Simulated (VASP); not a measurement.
Energy against volume of SrTiO$_{3}$ (cubic perovskite). Computed with rev-vdW-DF2, VASP's PBE PAW potentials (set 64) (plane waves; VASP 6.6.1).

```csv
V (Å³/atom),E (eV/atom)
11.298,-6.39909
11.659,-6.42027
12.019,-6.42713
12.380,-6.42184
12.740,-6.40618
```

Problem. Fit a third-order Birch-Murnaghan equation of state.

Solution. 
```
Quantity                                         Result
---------------------------------------  --------------
volume per atom                          12.03 Å^3/atom
bulk modulus                                    179 GPa
pressure derivative of the bulk modulus            4.39
lattice constant a                              3.918 Å
```

Measured: a 3.890 Å at 0 K (computed value off by +0.7 %), as given by D. I. Bilc et al., Physical Review B (2008), arXiv:0805.0753 [cubic phase extrapolated to 0 K].

The compound is SrTiO3 in the cubic perovskite structure, the ideal cubic form; the compound distorts at low or room temperature. It was relaxed first.
